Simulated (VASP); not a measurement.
Data:

```xyz
8
Lattice="3.1269 -5.4191 -0.0016 1.5648 2.7103 0.0000 -0.0013 0.0007 5.0413" Properties=species:S:1:pos:R:3 pbc="T T T"
Ga     1.5652    -0.9037     2.5289
Al     1.5576     0.9076     0.0014
Al     3.1235    -3.6102     2.5260
Al     3.1353    -1.8102     0.0014
N      1.5645    -0.9033     4.4867
N      1.5318     0.9225     1.8968
N      3.1238    -3.6104     4.4312
N      3.1605    -1.8247     1.9070
```

All values below come from PBEsol GGA, VASP's PBE PAW potentials (set 64) (plane waves; VASP 6.6.1). Run with 520 eV cut-off, 5×9×5 Γ-centred mesh, tetrahedra with Blöchl corrections, potentials Ga_d Al N.

The cores are frozen, which limits the accuracy of field gradients.

Q: Give the principal components of the electric field gradient (V/Å²) and the asymmetry η at each nucleus.

A: 
```tsv
atom	Vxx	Vyy	Vzz	η
Ga1	-6.7	-4.9	11.7	0.16
Al2	-2.6	-1.1	3.7	0.42
Al3	-2.8	-1.4	4.1	0.33
Al4	-2.6	-1.2	3.8	0.37
N5	-9.3	-9.2	18.5	0.01
N6	17.0	3.1	-20.1	0.69
N7	0.5	0.3	-0.8	0.20
N8	-10.3	-9.7	20.1	0.03
```

The structure was generated: Al3GaN4 was put into an ordered model structure (Pm), which need not be its known phase. It was relaxed first.
